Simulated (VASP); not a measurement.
Given:

```yaml
crystal:
  lattice:
    - [1.81494, -3.14356, 0.00000]
    - [1.81494, 3.14356, 0.00000]
    - [0.00000, 0.00000, 5.59080]
  atoms:
    - { symbol: Dy, position: [0.33333, 0.66667, 0.25000] }
    - { symbol: Dy, position: [0.66667, 0.33333, 0.75000] }
```

All values below come from PBE GGA with spin-orbit coupling, VASP's PBE PAW potentials (set 64) (plane waves; VASP 6.6.1). Settings: 400 eV cut-off, 10×10×6 Γ-centred mesh, Gaussian smearing of 0.050 eV, potentials Dy_3.

The 4f electrons are frozen in the core of the lanthanide potential, so 4f levels, which can set the real gap, and their magnetism are missing.

Task: Give the energies of bands 13 to 25 at the high-symmetry points, in eV from the Fermi level.

Result: 
```tsv
band	Γ	M	K	A	L	H
13	-5.11	-1.94	-0.92	-3.49	-1.92	-0.62
14	-5.11	-1.94	-0.92	-3.49	-1.92	-0.62
15	-2.15	-1.41	-0.86	-3.49	-1.92	-0.58
16	-2.15	-1.41	-0.86	-3.49	-1.92	-0.58
17	1.35	-0.94	-0.68	1.03	0.05	-0.49
18	1.35	-0.94	-0.68	1.03	0.05	-0.49
19	1.62	-0.01	-0.44	1.03	0.05	-0.35
20	1.62	-0.01	-0.44	1.03	0.05	-0.35
21	1.86	1.36	1.12	1.54	1.61	0.46
22	1.86	1.36	1.12	1.54	1.61	0.46
23	2.22	1.61	1.20	1.54	1.61	0.61
24	2.22	1.61	1.20	1.54	1.61	0.61
25	2.32	2.33	2.59	1.71	2.91	2.86
```

It has no gap at this level: it comes out as a metal or semimetal.

The compound is Dy in the hcp structure. It was relaxed first.
